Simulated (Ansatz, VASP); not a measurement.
# GaCuSe2 in two plane-wave programs, part 2 of 2

Aim: how closely do two programs agree when they are given the same cell, functional and k mesh? The structure shown is the start of the Ansatz relaxation below; VASP solves that cell, so the two are compared at the walk's first step.

VASP 6.6.1 and Ansatz 0.2.0.

So far: The starting structure; Ansatz: relaxation, PBEsol; VASP: single point, PBEsol, start cell, pair 1; Side by side.

## Step 5: Other set-ups

Further runs change the set-up of one program: Ansatz's method, potentials or start, or VASP's data sets, cutoff or form of LDA. The table gives that difference for each run.

```csv
run,r.m.s. force difference (meV/Å)
as above,11
VASP with a cutoff of 600 eV (perhaps on Ansatz's relaxed cell),11
```

## Step 6: Ansatz: relaxation, PBEsol

The two programs are compared at the cell with which this relaxation starts, whose forces are those of its first step. The cell compared in this pair holds 158.07 Å³, against 154.63 Å³ for the pair before.

The structure compared here is the start of the Ansatz relaxation; VASP solves that cell, so the two are compared at the walk's first step.

File input.yaml:

```yaml
crystal:
  lattice:
    - [-2.708983545, 2.708983545, 5.384721896]
    - [2.708983545, -2.708983545, 5.384721896]
    - [2.708983545, 2.708983545, -5.384721896]
  atoms:
    - { symbol: Cu, position: [0.0, 0.0, 0.0] }
    - { symbol: Cu, position: [0.75, 0.25, 0.5] }
    - { symbol: Ga, position: [0.5, 0.5, 0.0] }
    - { symbol: Ga, position: [0.25, 0.75, 0.5] }
    - { symbol: Se, position: [0.375, 0.3660650781, 0.4910650781] }
    - { symbol: Se, position: [0.6339349219, 0.125, 1.0089349219] }
    - { symbol: Se, position: [0.875, 0.8839349219, 0.5089349219] }
    - { symbol: Se, position: [0.1160650781, 0.625, -0.0089349219] }
kpoints:
  mp_grid: { grid: [8, 8, 8] }
hamiltonian:
  xc: pbesol
  pseudopotentials: { kind: paw, azcp: { folder: soft_1 }, xc_functional: pbe }
scf:
  occupations: { method: gaussian, width: 0.01 }
output:
  forces: true
  stress: true
  eigenvalues: true
relax:
  adjacent_minimum: "off"
  f_tol: 0.001
  max_steps: 60
  cell: { stress_tol: 0.01, fix: [volume] }
```

Run with:

```bash
> ansatz run input.yaml --threads 4 --pin off --max-ram 16384MiB --backend cpu --events-out ev --progress --plain --runs-dir out
```

Numbers of over 12 decimals in the logs are rounded to 6 here.

The log of the run:

```text
[...]
Crystal: 8 atoms, lattice volume = 158.065 Å³
Basis set: ecut = 420 eV, 3057 PW (Γ), exchange–correlation on 90×90×90 points (8 copies of the dense FFT grid, shifted against one another)
Bands: 77, of which v1, the nominal top of the filled ones, is band 64 counted from 1 (63 counted from 0)
Symmetry: 8 space group operations
[...]
k-points: 59 of 512 (time reversal used)
[...]
- [2.709140, 2.709140, -5.384098]
  atoms:
    - { symbol: Cu, position: [0, 0, 0] }
    - { symbol: Cu, position: [0.75, 0.250000, 0.5] }
    - { symbol: Ga, position: [0.5, 0.5, 0] }
    - { symbol: Ga, position: [0.250000, 0.75, 0.5] }
    - { symbol: Se, position: [0.375, 0.365847, 0.490847] }
    - { symbol: Se, position: [0.634153, 0.125, 1.009153] }
    - { symbol: Se, position: [0.875, 0.884153, 0.509153] }
    - { symbol: Se, position: [0.115847, 0.625, -0.0091528] }
[key lines of the parts left out:]
SCF converged after 6 iterations
Free energy (F): -42364.192770 eV
Fermi energy:    10.122575 eV
P = ⅓ Tr σ = 7.2363 GPa (72.363 kbar)
```

## Step 7: VASP: single point, PBEsol, start cell, pair 2

The same cell, functional, mesh and smearing now go to VASP, with its own data sets.

File INCAR:

```
SYSTEM = GaCuSe2
PREC = Accurate
ENCUT = 520
EDIFF = 1E-06
NELM = 120
ISMEAR = 0
SIGMA = 0.01
LREAL = .FALSE.
ALGO = Normal
GGA = PS
NBANDS = 44
LASPH = .TRUE.
LORBIT = 11
LWAVE = .FALSE.
LCHARG = .FALSE.
ISIF = 2
GGA_COMPAT = .FALSE.
EFERMI = MIDGAP
KPAR = 2
```

File POSCAR:

```
GaCuSe2
1.0
   -2.7089840000      2.7089840000      5.3847220000
    2.7089840000     -2.7089840000      5.3847220000
    2.7089840000      2.7089840000     -5.3847220000
Cu Ga Se
2 2 4
Direct
    0.0000000000      0.0000000000      0.0000000000
    0.7500000000      0.2500000000      0.5000000000
    0.5000000000      0.5000000000      0.0000000000
    0.2500000000      0.7500000000      0.5000000000
    0.3749999536      0.3660650540      0.4910651004
    0.6339347614      0.1250000464      0.0089347150
    0.8749999536      0.8839348532      0.5089348996
    0.1160650540      0.6249999536      0.9910651004
```

File KPOINTS:

```
Automatic mesh
0
Gamma
8 8 8
0 0 0
```

The projector-augmented-wave data sets are Cu, Ga_d and Se (PBE family, release 64).

Run with:

```bash
> mpirun -np 2 vasp_std
```

The log of the run:

```text
[banner, memory and clock lines left out]
running    2 mpi-ranks, on    1 nodes
[...]
[... a notice as in an earlier step ...]

 LDA part: xc-table for (Slater+PW92), standard interpolation
 POSCAR, INCAR and KPOINTS ok, starting setup
[...]
entering main loop
       N       E                     dE             d eps       ncg     rms          rms(c)
DAV:   1     0.727198322368E+03    0.72720E+03   -0.31699E+04  5308   0.227E+03
DAV:   2     0.993402669222E+02   -0.62786E+03   -0.60899E+03  5288   0.582E+02
DAV:   3    -0.260061924334E+02   -0.12535E+03   -0.12104E+03  6188   0.218E+02
DAV:   4    -0.359909866749E+02   -0.99848E+01   -0.98518E+01  7356   0.606E+01
[...]
DAV:  13    -0.341012409743E+02   -0.14898E-04   -0.21534E-04  7860   0.177E-01    0.154E-02
DAV:  14    -0.341012428383E+02   -0.18641E-05   -0.26920E-05  6724   0.742E-02    0.495E-03
DAV:  15    -0.341012429828E+02   -0.14443E-06   -0.27653E-06  4708   0.355E-02
   1 F= -.34101243E+02 E0= -.34101243E+02  d E =0.000000E+00
```

From OUTCAR (step 7):

```text
  Total        7.4036040      7.4036040      7.3849991      0.0000000     -0.0000000      0.0000000
  in kB       75.0442816     75.0442816     74.8556995      0.0000000     -0.0000000      0.0000000
  external PRESSURE =      74.9814209 kB  Pullay stress =       0.0000000 kB

 POSITION                                       TOTAL-FORCE (eV/Angst)
 -----------------------------------------------------------------------------------
      0.00000      0.00000      0.00000        -0.000000      0.000000      0.000000
      0.00000      2.70898      2.69236        -0.000000      0.000000      0.000000
      0.00000      0.00000      5.38472        -0.000000      0.000000      0.000000
      2.70898      0.00000      2.69236        -0.000000      0.000000     -0.000000
      1.30608      1.35449      1.34618         0.012036      0.000000      0.000000
     -1.35449      1.40290      4.03854        -0.000000     -0.012036     -0.000000
      1.40290      1.35449      6.73090        -0.012036      0.000000     -0.000000
      4.06348      1.30608     -1.34618        -0.000000      0.012036      0.000000
 -----------------------------------------------------------------------------------
    total drift:                               -0.000003      0.000281      0.000285

  FREE ENERGIE OF THE ION-ELECTRON SYSTEM (eV)
  ---------------------------------------------------
  free  energy   TOTEN  =       -34.1012429828 eV

  energy  without entropy=      -34.1012429828  energy(sigma->0) =      -34.10124298

[... 1 part as in an earlier step ...]

[... 2 further parts left out ...]
[key lines of the parts left out:]
E-fermi :   5.1883
```

The run ends at a pressure of 7.50 GPa, with forces up to 0.012 eV/Å.

## Step 8: Comparison

What differs besides the data sets and the points named for the pairs above, as far as they apply: the data sets hold 128 valence electrons in Ansatz (on its PAW soft_1 files) and 72 in VASP. Total energies have different zeros and are not compared.

At this near-relaxed geometry the largest component of a force difference is 27 meV/Å.

## Step 9: Other set-ups

Further runs change the set-up of one program: Ansatz's method, potentials or start, or VASP's data sets, cutoff or form of LDA. The table gives that difference for each run.

```csv
run,r.m.s. force difference (meV/Å)
as above,11
VASP with a cutoff of 600 eV (perhaps on Ansatz's relaxed cell),11
```

## Step 10: Ansatz: relaxation, PBEsol

The two programs are compared at the cell with which this relaxation starts, whose forces are those of its first step. The cell compared in this pair holds 161.50 Å³, against 158.07 Å³ for the pair before.

The structure compared here is the start of the Ansatz relaxation; VASP solves that cell, so the two are compared at the walk's first step.

input.yaml, the sections that differ from step 6:

```yaml
crystal:
  lattice:
    - [-2.7283428616, 2.7283428616, 5.423980845]
    - [2.7283428616, -2.7283428616, 5.423980845]
    - [2.7283428616, 2.7283428616, -5.423980845]
  atoms:
    - { symbol: Cu, position: [0.0, 0.0, 0.0] }
    - { symbol: Cu, position: [0.75, 0.25, 0.5] }
    - { symbol: Ga, position: [0.5, 0.5, 0.0] }
    - { symbol: Ga, position: [0.25, 0.75, 0.5] }
    - { symbol: Se, position: [0.375, 0.3662990145, 0.4912990145] }
    - { symbol: Se, position: [0.6337009855, 0.125, 1.0087009855] }
    - { symbol: Se, position: [0.875, 0.8837009855, 0.5087009855] }
    - { symbol: Se, position: [0.1162990145, 0.625, -0.0087009855] }
# kpoints, hamiltonian, scf, output, relax: as in step 6
```

Run with:

```bash
> ansatz run input.yaml --threads 4 --pin off --max-ram 16384MiB --backend cpu --events-out ev --progress --plain --runs-dir out
```

The log of the run:

```text
[...]
Crystal: 8 atoms, lattice volume = 161.501 Å³
Basis set: ecut = 420 eV, 3115 PW (Γ), exchange–correlation on 90×90×90 points (8 copies of the dense FFT grid, shifted against one another)
Bands: 77, of which v1, the nominal top of the filled ones, is band 64 counted from 1 (63 counted from 0)
Symmetry: 8 space group operations
[...]
k-points: 59 of 512 (time reversal used)
[...]
- [2.728473, 2.728473, -5.423462]
  atoms:
    - { symbol: Cu, position: [0, 0, 0] }
    - { symbol: Cu, position: [0.750000, 0.25, 0.500000] }
    - { symbol: Ga, position: [0.5, 0.5, 0] }
    - { symbol: Ga, position: [0.25, 0.750000, 0.500000] }
    - { symbol: Se, position: [0.375, 0.366065, 0.491065] }
    - { symbol: Se, position: [0.633935, 0.125000, 1.008935] }
    - { symbol: Se, position: [0.875, 0.883935, 0.508935] }
    - { symbol: Se, position: [0.116065, 0.625, -0.00893492] }
[key lines of the parts left out:]
SCF converged after 6 iterations
Free energy (F): -42364.324599 eV
Fermi energy:    9.733653 eV
P = ⅓ Tr σ = 5.1005 GPa (51.005 kbar)
```

## Step 11: VASP: single point, PBEsol, start cell, pair 3

The same cell, functional, mesh and smearing now go to VASP, with its own data sets.

INCAR is that of step 7.

File POSCAR:

```
GaCuSe2
1.0
   -2.7283430000      2.7283430000      5.4239810000
    2.7283430000     -2.7283430000      5.4239810000
    2.7283430000      2.7283430000     -5.4239810000
Cu Ga Se
2 2 4
Direct
    0.0000000000      0.0000000000      0.0000000000
    0.7499999539      0.2499999539      0.5000000000
    0.5000000000      0.5000000000      0.0000000000
    0.2499999539      0.7499999539      0.5000000000
    0.3749998853      0.3662989998      0.4912989313
    0.6337010002      0.1249999314      0.0087008855
    0.8749998853      0.8837009541      0.5087008855
    0.1162990459      0.6249999314      0.9912989313
```

KPOINTS is that of step 7.

Run with:

```bash
> mpirun -np 2 vasp_std
```

The log of the run:

```text
[... set-up lines as in an earlier step ...]
 entering main loop
       N       E                     dE             d eps       ncg     rms          rms(c)
DAV:   1     0.724373573207E+03    0.72437E+03   -0.31593E+04  5312   0.225E+03
DAV:   2     0.989405002960E+02   -0.62543E+03   -0.60568E+03  5256   0.578E+02
DAV:   3    -0.261391518031E+02   -0.12508E+03   -0.12142E+03  6224   0.217E+02
DAV:   4    -0.360544864404E+02   -0.99153E+01   -0.97820E+01  7308   0.605E+01
[...]
DAV:  13    -0.342385053545E+02   -0.13785E-04   -0.20640E-04  7916   0.182E-01    0.139E-02
DAV:  14    -0.342385069251E+02   -0.15706E-05   -0.27818E-05  6788   0.846E-02    0.446E-03
DAV:  15    -0.342385068854E+02    0.39733E-07   -0.32191E-06  4772   0.373E-02
   1 F= -.34238507E+02 E0= -.34238507E+02  d E =0.000000E+00
```

OUTCAR, selected parts (step 11):

```text
  Total        5.3842790      5.3842790      5.3653336      0.0000000     -0.0000000      0.0000000
  in kB       53.4148549     53.4148549     53.2269068      0.0000000     -0.0000000      0.0000000
  external PRESSURE =      53.3522056 kB  Pullay stress =       0.0000000 kB

 POSITION                                       TOTAL-FORCE (eV/Angst)
 -----------------------------------------------------------------------------------
      0.00000      0.00000      0.00000         0.000000      0.000000     -0.000000
      0.00000      2.72834      2.71199         0.000000      0.000000      0.000000
      0.00000      0.00000      5.42398         0.000000      0.000000     -0.000000
      2.72834      0.00000      2.71199         0.000000      0.000000      0.000000
      1.31669      1.36417      1.35599         0.010977      0.000000     -0.000000
     -1.36417      1.41165      4.06799        -0.000000     -0.010977      0.000000
      1.41165      1.36417      6.77998        -0.010977      0.000000      0.000000
      4.09251      1.31669     -1.35600         0.000000      0.010977     -0.000000
 -----------------------------------------------------------------------------------
    total drift:                                0.000287      0.000286      0.000278

  FREE ENERGIE OF THE ION-ELECTRON SYSTEM (eV)
  ---------------------------------------------------
  free  energy   TOTEN  =       -34.2385068854 eV

  energy  without entropy=      -34.2385068854  energy(sigma->0) =      -34.23850689

[... 1 part as in an earlier step ...]

[... 2 further parts left out ...]
[key lines of the parts left out:]
E-fermi :   4.9030
```

The run ends at a pressure of 5.34 GPa, with forces up to 0.011 eV/Å.

## Step 12: Side by side

What differs besides the data sets and the points named for the pairs above, as far as they apply: the data sets hold 128 valence electrons in Ansatz (on its PAW soft_1 files) and 72 in VASP. Total energies have different zeros and are not compared.

At this near-relaxed geometry the largest component of a force difference is 26 meV/Å.

## Step 13: Further runs

Further runs change the set-up of one program: Ansatz's method, potentials or start, or VASP's data sets, cutoff or form of LDA. The table gives that difference for each run.

```csv
run,r.m.s. force difference (meV/Å)
as above,11
VASP with a cutoff of 600 eV (perhaps on Ansatz's relaxed cell),11
```

## Step 14: Summary of results

```json
{
  "r.m.s. force difference (single point, PBEsol, start cell, pair 1)": "11 meV/Å",
  "r.m.s. force difference (single point, PBEsol, start cell, pair 2)": "11 meV/Å",
  "r.m.s. force difference (single point, PBEsol, start cell, pair 3)": "11 meV/Å"
}
```

In words: The r.m.s. force difference is 11 meV/Å (single point, PBEsol, start cell, pair 1), within the 12 meV/Å picked in this series as the mark of a large difference. The data sets hold unlike numbers of valence electrons (128 in Ansatz and 72 in VASP), so part of the differences comes from the potentials. 1 further run of this series is not shown here. How closely two codes agree says nothing of how well the functional describes the real material.

[Lines on the potential files, build, host, timing and source positions are cut from VASP's logs without a mark.]

[Logs are printed without paths, hosts, clocks, repeated set-up lines and the standing remarks that a program may print on its own settings, such as how far it seeks lower states.]

[Hosts, paths, dates, database ids (printed as entryN), source tags and the programs' standing remarks are cut or masked in the printed files.]

[Rows of further runs with another cutoff or data set may stand on the cell that Ansatz relaxed, not on the start cell of the pair above them.]
